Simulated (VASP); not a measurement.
Crystal: SnO (Romarchite).

```xyz
4
Lattice="3.7986 0.0000 0.0000 0.0000 3.7986 0.0000 0.0000 0.0000 4.8408" Properties=species:S:1:pos:R:3 pbc="T T T"
Sn    1.8993    0.0000    1.1468
Sn    0.0000    1.8993    3.6940
O     0.0000    0.0000    0.0000
O     1.8993    1.8993    0.0000
```

- Program: VASP 6.6.1
- Task: relaxation of cell and atoms
- Functional: rev-vdW-DF2
- Potentials or basis: VASP PAW PBE potentials, release 64 (Sn_d, O)
- Cutoff: 600 eV
- k mesh: 8 × 8 × 6
- Occupations: gaussian, width 0.03 eV
- Spin: no spin polarisation

At the start: pressure 3.3 GPa; volume 17.46 Å³/atom.

Where does the relaxation end?

Over 8 steps the energy falls by 6.5 meV/atom and the volume is 17.96 Å³/atom (+2.8 %); space group P4/nmm (No. 129, to 0.05 Å).

Step by step:
```tsv
step	energy change (eV)	largest force (eV/Å)	pressure (GPa)	volume (Å³)
1	0.0000	0.5231	3.32	69.85
2	0.0001	0.5917	-2.86	73.57
3	-0.0252	0.0562	0.03	71.66
4	-0.0252	0.0449	0.11	71.63
5	-0.0258	0.0087	0.07	71.73
6	-0.0260	0.0187	0.02	71.81
7	-0.0260	0.0020	-0.06	71.84
8	-0.0260	0.0025	-0.06	71.84
```

Final structure:
```yaml
crystal:
  lattice:
    - [3.84528, 0.00000, 0.00000]
    - [0.00000, 3.84528, 0.00000]
    - [0.00000, 0.00000, 4.85850]
  atoms:
    - { symbol: Sn, position: [0.50000, 0.00000, 0.23884] }
    - { symbol: Sn, position: [0.00000, 0.50000, 0.76116] }
    - { symbol: O, position: [0.00000, 0.00000, 0.00000] }
    - { symbol: O, position: [0.50000, 0.50000, 0.00000] }
```

Caveat: the PAW data sets were made with another functional, which shifts forces and pressure a little.
